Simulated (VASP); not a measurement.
Here is a VASP 6.6.1 calculation.

Contents of INCAR:

```
SYSTEM = Al2SiF2
ALGO = Normal
EDIFF = 1E-6
EDIFFG = -0.01
ENCUT = 520
GGA = PE
IBRION = 2
ISIF = 3
ISMEAR = 0
KPAR = 8
LASPH = .TRUE.
LCHARG = .FALSE.
LREAL = .FALSE.
LWAVE = .FALSE.
NELM = 120
NSW = 90
PREC = Accurate
SIGMA = 0.1
```

The input KPOINTS:

```
k-points
0
G
  6 6 6
  0 0 0
```

POSCAR

```
Al2SiF2
1.0
    5.0325971000      0.0000000000      0.0000000000
    1.0958307800      5.0988975500      0.0000000000
    2.1467459800     -0.3821467000      6.6180330000
Al Si F
4 2 4
Direct
    0.3412550900      0.7369873300      0.8069893800
    0.8138477400      0.1793929300      0.6939863400
    0.6748976000      0.7595116000      0.1723856500
    0.0928197100      0.2604027100      0.3125210000
    0.9464052400      0.0866918000      0.0256499700
    0.5017724100      0.4134819100      0.0440833400
    0.6170094900      0.9161666400      0.6892707000
    0.2658598500      0.5799921800      0.6231182600
    0.3601102100      0.9546893700      0.3477417000
    0.8562272800      0.6038837200      0.3413478300
```

Potentials or basis: VASP PAW PBE potentials, release 64 (Al, Si, F).

Launch:

```sh
$ cat potpaw_PBE.64/Al/POTCAR potpaw_PBE.64/Si/POTCAR potpaw_PBE.64/F/POTCAR > POTCAR
$ mpirun -np 8 vasp_std > vasp.out
```

**Question.** Predict the relaxed volume.

**Answer.** 17.26 Å³/atom.

**Question.** Estimate the space group after relaxing (to 0.05 Å).

**Answer.** P1 (No. 1).

**Question.** What does it give for the band gap on the k mesh?

**Answer.** None (metal or under the smearing width).

**Question.** Predict the relaxed cell.

**Answer.** a = 5.147 Å, b = 5.280 Å, c = 6.901 Å, α = 89.27°, β = 72.35°, γ = 75.52°.

Step by step:
```tsv
step	energy change (eV)	largest force (eV/Å)	pressure (GPa)	volume (Å³)
1	0.0000	0.0658	0.53	169.82
2	-0.0076	0.1511	-0.10	171.21
3	-0.0076	0.1649	-0.15	171.31
4	-0.0120	0.1532	-0.05	171.44
5	-0.0143	0.3488	0.10	171.64
6	-0.0160	0.3087	0.09	171.71
7	-0.0203	0.2132	0.04	171.95
8	-0.0234	0.1603	-0.04	172.40
9	-0.0235	0.1606	-0.04	172.35
10	-0.0249	0.1367	-0.04	172.34
11	-0.0277	0.0968	-0.05	172.32
12	-0.0266	0.2015	-0.07	172.28
13	-0.0283	0.1290	-0.06	172.31
14	-0.0293	0.0688	0.04	172.20
15	-0.0295	0.0831	0.08	172.15
16	-0.0302	0.0604	0.03	172.24
17	-0.0305	0.0584	-0.01	172.32
18	-0.0312	0.0475	-0.02	172.35
19	-0.0318	0.0970	-0.02	172.43
20	-0.0323	0.0784	0.00	172.43
21	-0.0329	0.0461	0.03	172.44
22	-0.0330	0.0518	0.03	172.44
23	-0.0332	0.0414	0.03	172.51
24	-0.0334	0.0458	0.01	172.59
25	-0.0332	0.1022	-0.03	172.74
26	-0.0335	0.0551	0.00	172.63
27	-0.0337	0.0250	-0.04	172.68
28	-0.0337	0.0290	-0.06	172.71
29	-0.0339	0.0164	-0.03	172.63
30	-0.0340	0.0182	0.00	172.55
31	-0.0339	0.0451	0.08	172.41
32	-0.0340	0.0248	0.03	172.52
33	-0.0341	0.0143	0.03	172.50
34	-0.0341	0.0257	0.02	172.50
35	-0.0342	0.0150	0.01	172.55
36	-0.0342	0.0254	-0.01	172.59
37	-0.0343	0.0090	-0.03	172.62
```
